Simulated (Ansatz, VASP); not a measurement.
**GaAsH2 (H-GaAs-H chair monolayer): VASP beside Ansatz**

Aim: how closely do two programs agree when they are given the same cell, functional and k mesh? The structure shown is the start of the Ansatz relaxation below; VASP solves that cell, so the two are compared at the walk's first step.

Calculated with Ansatz 0.2.0; plane waves, with VASP 6.6.1 beside it; single point at PBE with D3(BJ).

**1. The structure**

The cell holds 4 atoms: 2 H, 1 As and 1 Ga. Cell: a = 3.977 Å, b = 3.976 Å, c = 38.633 Å, α = 90.0°, β = 90.0°, γ = 120.0°. Vacuum lies along c.

**2. Ansatz: relaxation, PBE with D3(BJ)**

Ansatz runs on its default PAW (the set named soft_2) files.

The two programs are compared at the cell with which this relaxation starts, whose forces are those of its first step.

The input, input.yaml:

```yaml
crystal:
  lattice:
    - [3.9765, 0.0, 0.0]
    - [-1.98825, 3.4437500181, 0.0]
    - [0.0, 0.0, 38.6333333315]
  atoms:
    - { symbol: H, position: [0.6666666667, 0.3333333333, 0.4503882658] }
    - { symbol: As, position: [0.6666666667, 0.3333333333, 0.4892148404] }
    - { symbol: Ga, position: [0.3333333333, 0.6666666667, 0.5100086281] }
    - { symbol: H, position: [0.3333333333, 0.6666666667, 0.5496117342] }
  periodic: [true, true, false]
kpoints:
  mp_grid: { grid: [12, 12, 1] }
hamiltonian:
  xc: pbe
  dispersion: d3bj
scf:
  occupations: { method: fermi_dirac, width: 0.05 }
  convergence: { dr2_threshold: 1.0e-09 }
relax:
  f_tol: 0.004
  max_steps: 90
  cell: {}
output:
  write_potential: true
  write_density: true
  volumetric_format: npy
```

Run with:

```sh
$ ansatz run input.yaml --threads 2 --pin off --max-ram 3072MiB --backend cpu --events-out ev --progress --plain --runs-dir out
```

Numbers of over 12 decimals in the logs are rounded to 6 here.

Log:

```text
Warning: relax.cell: scf.convergence.dr2_threshold = 1e-9 eV is looser than the 2.09028886762e-10 eV advised for a relaxation that steers and ends on the stress (1e-10 eV for each atom of the cell: 4, times the square of relax.cell.stress_2d_tol = 0.05 N/m over 13.8 Å (the atoms' height at the walk's start and 5 Å past either face), 3.614e-2 GPa, over a crystal's default 0.05). What an SCF threshold leaves in a stress goes as its square root, and in the free energy as the threshold itself, and one threshold admits the most on a small cell: [figures from the program's tests cut] Set scf.convergence.dr2_threshold to 2.09028886762e-10 eV or tighter. [rest of the remark cut]
Engine: ansatz 0.2.0, aarch64-unknown-linux-gnu
Pseudopotentials: kind: paw
Pseudopotential: H, paw, valence charge 1, recommended cutoff 420 eV (normal), H.paw.azcp
Pseudopotential: As, paw, valence charge 15, recommended cutoff 420 eV (normal), As.paw.azcp
Pseudopotential: Ga, paw, valence charge 13, recommended cutoff 420 eV (normal), Ga.paw.azcp
Functional definition: PBE
  parameter kappa = 0.804
  parameter beta = 0.066725
  exchange = pbe_x(kappa = kappa, mu = beta*pi^2/3)
  correlation = pbe_c(beta = beta)
Crystal: 4 atoms, lattice volume = 529.048 Å³
Basis set: ecut = 420 eV, 10473 PW (Γ), exchange–correlation on 54×54×540 points (8 copies of the dense FFT grid, shifted against one another)
Bands: 19, of which v1, the nominal top of the filled ones, is band 15 counted from 1 (14 counted from 0)
Symmetry: 6 space group operations
Space group: P3m1 (ITA 156), of the structure as read, at distance tolerance 8.1e-5 Å
k-points: 19 of 144 (time reversal used)
Non-local potential: H, projectors of the file, l = 0: 2, l = 1: 1
Non-local potential: As, projectors of the file, l = 0: 2, l = 1: 2, l = 2: 3, l = 3: 1
Non-local potential: Ga, projectors of the file, l = 0: 2, l = 1: 2, l = 2: 3, l = 3: 1
PAW form: soft (Blöchl's): semilocal exchange-correlation on the pseudo side does not see the compensation charge
PAW one-centre angular grid: H, 110 points (default); XC on 64 Gauss nodes
PAW one-centre angular grid: As, 590 points (default); XC on 64 Gauss nodes
PAW one-centre angular grid: Ga, 590 points (default); XC on 64 Gauss nodes
Initial density: superposition of atomic densities (neutral atoms: chi_scale 0, normalization atom), corrected by the library's trained network
Initial wavefunctions: pseudopotential atomic-orbital guess
Functional: x = pbe(κ = 0.804, μ = 0.219515), c = pbe(β = 0.066725)
SCF iter   1: F=—  HF=-8671.297468 eV  |F-HF|=—  |Δ(HF+E_count)|=         —  Δρ=8.90e-4  dr2=8.12e-3  ethr=1.77e-3  ⟨swp⟩=9.7  Hψ=2461  notcnv=0
preconditioner: auto → Resta (q_TF=auto, 1.691 Å⁻¹)  ε∞=1.3  [insulator: Δε(μ)=1.971 eV  Ē_g=14.031 eV  σ=0.050 eV  W_gap=1.00  n_scr=20 (ndim 8)  ℏωp=7.2 eV  f_vac=0.846  D(μ)=0.00/eV (n_scr^D=0)  ε∞_Penn≈1.3  vacuum switching on, ρ_ref=1.4e-2 e/Å³]
SCF iter   2: F=—  HF=-8671.295958 eV  |F-HF|=—  |Δ(HF+E_count)|=   1.51e-3  Δρ=4.28e-4  dr2=2.42e-3  ethr=2.71e-5  ⟨swp⟩=3.4  Hψ=993  notcnv=0
SCF iter   3: F=—  HF=-8671.296378 eV  |F-HF|=—  |Δ(HF+E_count)|=   4.21e-4  Δρ=2.33e-4  dr2=9.23e-4  ethr=8.06e-6  ⟨swp⟩=2.5  Hψ=636  notcnv=0
SCF iter   4: F=—  HF=-8671.296718 eV  |F-HF|=—  |Δ(HF+E_count)|=   3.40e-4  Δρ=1.07e-4  dr2=8.17e-5  ethr=3.08e-6  ⟨swp⟩=2.7  Hψ=551  notcnv=0
SCF iter   5: F=—  HF=-8671.296810 eV  |F-HF|=—  |Δ(HF+E_count)|=   9.15e-5  Δρ=3.84e-5  dr2=1.08e-5  ethr=2.72e-7  ⟨swp⟩=2.9  Hψ=654  notcnv=0
SCF iter   6: F=—  HF=-8671.296843 eV  |F-HF|=—  |Δ(HF+E_count)|=   3.34e-5  Δρ=1.05e-5  dr2=5.97e-7  ethr=3.62e-8  ⟨swp⟩=3.0  Hψ=673  notcnv=0
SCF iter   7: F=—  HF=-8671.296848 eV  |F-HF|=—  |Δ(HF+E_count)|=   4.60e-6  Δρ=2.93e-6  dr2=3.82e-8  ethr=1.99e-9  ⟨swp⟩=2.4  Hψ=529  notcnv=0
SCF iter   8: F=—  HF=-8671.296848 eV  |F-HF|=—  |Δ(HF+E_count)|=   2.21e-7  Δρ=4.40e-7  dr2=1.13e-9  ethr=1.27e-10  ⟨swp⟩=3.3  Hψ=642  notcnv=0
SCF iter   9: F=-8671.296848 eV  HF=-8671.296848 eV  |F-HF|=9.80e-10  |Δ(HF+E_count)|=   7.51e-9  Δρ=1.35e-7  dr2=6.51e-11  ethr=3.33e-12  ⟨swp⟩=10.3  Hψ=2337  notcnv=0
SCF 1 converged in 9 iterations: F = -8671.296848 eV  dr2 = 6.51e-11
  greatest PAW one-centre occupation: 0.999 electrons in one spin orbital (limit 2), on the As atom at site 1 (counted from 0), in its partial waves of l = 2
[...]
SCF 6 converged in 5 iterations: F = -8671.319154 eV  dr2 = 1.37e-10
relax step   6: F+E_penalty+E_count = -8671.31915404 eV  Δ(F+E_penalty+E_count) = +1.634e-6 eV  max|allowed force component| = 1.253e-4 eV/Å  Δτ_max = 0.0005 Å  P = +0.000 N/m  Ω = 547.180 Å³  energy of the carried Pulay correction = -1.217e-3 eV  fix = [c, alpha, beta]  reactions: c +0.000 N/m  (5 SCF iters, accepted)
Basis set: ecut = 420 eV, 10713 PW (Γ), exchange–correlation on 60×60×540 points (8 copies of the dense FFT grid, shifted against one another)
Initial wavefunctions: pseudopotential atomic-orbital guess (no wavefunctions were taken with the density)
iter 1 solved again at ethr=6.28e-7 eV; its pass at ethr=3.10e-3 eV (dr2=1.88e-4 eV) is discarded
[...]
preconditioner: auto → Resta (q_TF=auto, 1.682 Å⁻¹)  ε∞=1.3  [insulator: Δε(μ)=1.769 eV  Ē_g=13.868 eV  σ=0.050 eV  W_gap=1.00  n_scr=20 (ndim 8)  ℏωp=7.1 eV  f_vac=0.847  D(μ)=0.00/eV (n_scr^D=0)  ε∞_Penn≈1.3  vacuum switching on, ρ_ref=1.4e-2 e/Å³]
SCF iter   2: F=—  HF=-8671.317904 eV  |F-HF|=—  |Δ(HF+E_count)|=   4.49e-3  Δρ=7.20e-5  dr2=1.06e-6  ethr=1.13e-8  ⟨swp⟩=4.0  Hψ=952  notcnv=0
SCF iter   3: F=—  HF=-8671.319878 eV  |F-HF|=—  |Δ(HF+E_count)|=   1.97e-3  Δρ=2.76e-5  dr2=2.31e-7  ethr=3.52e-9  ⟨swp⟩=2.8  Hψ=600  notcnv=0
SCF iter   4: F=—  HF=-8671.320434 eV  |F-HF|=—  |Δ(HF+E_count)|=   5.56e-4  Δρ=4.24e-6  dr2=2.58e-7  ethr=7.71e-10  ⟨swp⟩=2.9  Hψ=643  notcnv=0
SCF iter   5: F=—  HF=-8671.320453 eV  |F-HF|=—  |Δ(HF+E_count)|=   1.88e-5  Δρ=1.28e-6  dr2=2.64e-8  ethr=7.71e-10  ⟨swp⟩=2.4  Hψ=497  notcnv=0
iter 6 met the thresholds in force, and the SCF goes on: an eigenvalue changes by 26.72 meV, over its tolerance of 1.18 meV (output.eigenvalues, Limitations)
SCF iter   6: F=-8671.320455 eV  HF=-8671.320454 eV  |F-HF|=1.43e-6  |Δ(HF+E_count)|=   7.34e-7  Δρ=5.93e-7  dr2=9.32e-10  ethr=3.33e-12  ⟨swp⟩=15.1  Hψ=3162  notcnv=0
iter 7 met the thresholds in force, and the SCF goes on: an eigenvalue changes by 8.01 meV, over its tolerance of 1.07 meV (output.eigenvalues, Limitations)
SCF iter   7: F=-8671.320455 eV  HF=-8671.320455 eV  |F-HF|=1.97e-7  |Δ(HF+E_count)|=   1.24e-6  Δρ=1.67e-7  dr2=1.04e-10  ethr=3.11e-12  ⟨swp⟩=9.4  Hψ=2293  notcnv=0
Mixer restart at iter 7: flushing history
SCF iter   8: F=-8671.320455 eV  HF=-8671.320455 eV  |F-HF|=2.29e-10  |Δ(HF+E_count)|=   1.97e-7  Δρ=1.14e-7  dr2=1.41e-10  ethr=1.00e-12  ⟨swp⟩=8.2  Hψ=2283  notcnv=0
SCF 7 converged in 8 iterations: F = -8671.320455 eV  dr2 = 1.41e-10
relax step   7: F+E_penalty+E_count = -8671.32045526 eV  Δ(F+E_penalty+E_count) = -1.301e-3 eV  max|allowed force component| = 7.316e-4 eV/Å  Δτ_max = 0.0000 Å  P = +0.007 N/m  Ω = 547.180 Å³  fix = [c, alpha, beta]  reactions: c +0.000 N/m  stress off target by 7.34e-3 N/m on what of the cell is left free  SCF on the basis re-selected at this cell (its energy is not comparable with the rows above)  (8 SCF iters)
basis re-selected at this cell: Δ(F+E_penalty+E_count) = -1.301e-3 eV, ΔP = +0.007 N/m vs the last step (what re-selecting the basis moved, of the pressure what is left beyond the Pulay correction that the steps carried, after the strain that the cell walked since its last selection, with what the two solves' SCF thresholds leave and, on support functions, any second-order correction that the steps lacked; it is no measure of the basis error at this ecutwfc). The dense FFT grid was sized anew with the basis: this SCF ran on 30×30×270 points, the steps before it on 27×27×270, so part of this shift can come from that change (see relax.cell in the input reference). [rest of the remark cut]
WARN: The output density's exchange-correlation potential varies sharply where the density is thin. Do not read a vacuum level from v_tot or v_xc, or from such a field of the output density. On a cell that repeats whose density bears no net charge and no dipole along the vacuum's axis use v_es (v_loc + v_h of the components); under efield.dipole_correction with no amplitude use v_es + v_field, which holds any externa [...]
SCF converged after 8 iterations
an eigenvalue changed by more than its tolerance at an iteration that met the thresholds in force, so the SCF went on 2 times, its first undamped step at iteration 7: the last check found none over its tolerance
Free energy (F): -8671.320455 eV
Harris-Foulkes:  -8671.320455 eV  (|F-HF|=2.29e-10)
Internal energy: -8671.320455 eV  (E = F + TS)
E sigma→0 (E₀):  -8671.320455 eV
Fermi energy:    -4.367213 eV
--- Per-component energies (eV) ---
  E_band       = -690.738022
  E_kinetic    = 244.426959
  E_local      = -54512.236435  (includes V_loc(G=0)·N_el)
  E_nonlocal   = -242.789874
  E_hartree    = 27079.758060
  E_xc         = -165.147815
  E_vxc        = -158.891896  (∫ρ·V_xc dr)
  E_paw        = -3825.290732  (= ΣΔE_a)
  E_vpaw       = -180.759679  (= ΣTr[D̂ρ^β])
  E_aug_tail   = -0.002498  (compensation charges beyond the density's cutoff)
  E_ewald      = 22750.321042
  E_disp       = -0.359161  (pairwise vdW)
  E_smearing   = -0.000000  (= −TS)
  E_closure    = -0.000000  (closes the sum)
  Σ components = -8671.320455   (vs F -8671.320455, Δ=0.00e0)
--- Forces (eV/Å), atoms counted from 1 ---
  atom   1  H      0.00000000     0.00000000     0.00073298
  atom   2  As    -0.00000000    -0.00000000    -0.00052893
  atom   3  Ga    -0.00000000     0.00000000     0.00025917
  atom   4  H     -0.00000000     0.00000000    -0.00045760
  max |Σ_I F_I| component: 5.63e-6 eV/Å
--- 2D stress c σ (N/m, compression-positive) ---
        0.007341       0.000000      -0.000000
       -0.000000       0.007341      -0.000000
       -0.000000      -0.000000       0.000000
  P = ½ c Tr σ = 0.0073 N/m
--- Band table (eV; the first three rows and the last of 19) ---
  k-point 0: bands = [... 11 lower, -11.0217, -7.4328, -5.2758, -5.2758, -3.5050, -1.5535, -0.5062, -0.2152]
  k-point 1: bands = [... 11 lower, -11.0040, -7.4707, -5.8968, -5.3978, -2.8910, -1.5201, -0.4264, -0.4100]
  k-point 2: bands = [... 11 lower, -10.9666, -7.6989, -6.7216, -5.6923, -2.2613, -1.3922, -0.3249, -0.1903]
  k-point 18: bands = [... 11 lower, -11.3524, -9.0561, -8.1821, -7.0909, -0.8320, -0.5271, 0.0235, 1.4406]
  the weakly bound empty levels are not read free of the cell's end (no_gap_told)
--- Relaxed structure (6 steps of the walk, 6 accepted, 1 SCFs on fresh bases) ---
  F+E_penalty+E_count = -8671.32045526 eV   max|allowed force component| = 7.316e-4 eV/Å   (the final SCF, on the basis selected at the relaxed cell)
  cell:  # Å, volume = 547.1798 Å³
    - [4.044069, 2.500572132257381e-18, 0]
    - [-2.022035, 3.502267, 0]
    - [0, 0, 38.6333333315]
  atoms:
    - { symbol: H, position: [0.666667, 0.333333, 0.449942] }
    - { symbol: As, position: [0.666667, 0.333333, 0.489258] }
    - { symbol: Ga, position: [0.333333, 0.666667, 0.509822] }
    - { symbol: H, position: [0.333333, 0.666667, 0.550201] }
```

**3. VASP: single point, PBE with D3(BJ), start cell**

The same cell, functional, mesh and smearing now go to VASP, with its own data sets.

Lines of VASP's logs that name or quote its potential files are left out, and so is its time.

The input, INCAR:

```
SYSTEM = GaAsH2
PREC = Accurate
ENCUT = 400
EDIFF = 1E-06
NELM = 120
ISMEAR = -1
SIGMA = 0.05
LREAL = .FALSE.
ALGO = Normal
GGA = PE
IVDW = 12
NBANDS = 16
LORBIT = 11
LWAVE = .FALSE.
LCHARG = .FALSE.
ISIF = 2
LDIPOL = .TRUE.
IDIPOL = 3
DIPOL = 0.5 0.5 0.5
LVHAR = .TRUE.
LASPH = .TRUE.
GGA_COMPAT = .FALSE.
EFERMI = MIDGAP
NELMDL = -8
```

The input, POSCAR:

```
GaAsH2
1.0
    3.9765000000      0.0000000000      0.0000000000
   -1.9882500000      3.4437500000      0.0000000000
    0.0000000000      0.0000000000     38.6333330000
H As Ga
2 1 1
Direct
    0.6666667151      0.3333334301      0.4503882696
    0.3333332849      0.6666665699      0.5496117304
    0.6666667151      0.3333334301      0.4892148446
    0.3333332849      0.6666665699      0.5100086239
```

The input, KPOINTS:

```
Automatic mesh
0
Gamma
12 12 1
0 0 0
```

The projector-augmented-wave data sets are H, As and Ga_d (PBE family, release 64).

Run with:

```sh
$ mpirun -np 1 vasp_std
```

Log:

```text
[banner, memory and clock lines left out]
running    1 mpi-ranks, on    1 nodes
 distrk:  each k-point on    1 cores,    1 groups
 distr:  one band on    1 cores,    1 groups

 POSCAR found type information on POSCAR H AsGa
 POSCAR found :  3 types and       4 ions
 LDA part: xc-table for (Slater+PW92), standard interpolation
 POSCAR, INCAR and KPOINTS ok, starting setup
 FFT: planning ... GRIDC
 FFT: planning ... GRID_SOFT
 FFT: planning ... GRID
 WAVECAR not read
 entering main loop
       N       E                     dE             d eps       ncg     rms          rms(c)
DAV:   1     0.833230424463E+02    0.83323E+02   -0.65712E+03   776   0.685E+02
DAV:   2    -0.600923051893E+01   -0.89332E+02   -0.84276E+02   728   0.165E+02
DAV:   3    -0.147786386500E+02   -0.87694E+01   -0.87413E+01   840   0.557E+01
DAV:   4    -0.150208997263E+02   -0.24226E+00   -0.24205E+00   928   0.108E+01
DAV:   5    -0.150235181444E+02   -0.26184E-02   -0.26183E-02   840   0.103E+00
DAV:   6    -0.150236198149E+02   -0.10167E-03   -0.10167E-03   944   0.175E-01
DAV:   7    -0.150236212168E+02   -0.14020E-05   -0.14020E-05   832   0.180E-02
DAV:   8    -0.150236212404E+02   -0.23527E-07   -0.23475E-07   696   0.392E-03    0.509E+00
DAV:   9    -0.145390245365E+02    0.48460E+00   -0.41046E-01   984   0.826E+00    0.286E+00
DAV:  10    -0.143528644997E+02    0.18616E+00   -0.72017E-01   872   0.524E+00    0.530E-01
DAV:  11    -0.143498880575E+02    0.29764E-02   -0.10536E-01   864   0.269E+00    0.296E-01
DAV:  12    -0.143461313762E+02    0.37567E-02   -0.13358E-02   824   0.696E-01    0.967E-02
DAV:  13    -0.143458122933E+02    0.31908E-03   -0.19734E-03   848   0.293E-01    0.650E-02
DAV:  14    -0.143449333756E+02    0.87892E-03   -0.10006E-03   864   0.191E-01    0.279E-02
[...]
DAV:  19    -0.143459303233E+02   -0.19240E-03   -0.92664E-06   696   0.125E-02    0.213E-03
DAV:  20    -0.143460425209E+02   -0.11220E-03   -0.57785E-06   704   0.115E-02    0.113E-03
DAV:  21    -0.143460715198E+02   -0.28999E-04   -0.73907E-07   688   0.515E-03    0.641E-04
DAV:  22    -0.143460892114E+02   -0.17692E-04   -0.37316E-07   632   0.200E-03    0.445E-04
DAV:  23    -0.143461012621E+02   -0.12051E-04   -0.34006E-07   624   0.190E-03    0.234E-04
DAV:  24    -0.143461059377E+02   -0.46757E-05   -0.91861E-08   584   0.122E-03    0.149E-04
DAV:  25    -0.143461072154E+02   -0.12776E-05   -0.12784E-08   632   0.603E-04    0.605E-05
DAV:  26    -0.143461077990E+02   -0.58366E-06   -0.41702E-09   624   0.458E-04
   1 F= -.14720223E+02 E0= -.14720223E+02  d E =-.134656E-09
```

(Part 1 of 2 ends here.)

[Lines on the potential files, build, host, timing and source positions are cut from VASP's logs without a mark.]

[Logs are printed without paths, hosts, clocks, repeated set-up lines and the standing remarks that a program may print on its own settings, such as how far it seeks lower states.]

[Hosts, paths, dates, database ids (printed as entryN), source tags and the programs' standing remarks are cut or masked in the printed files.]
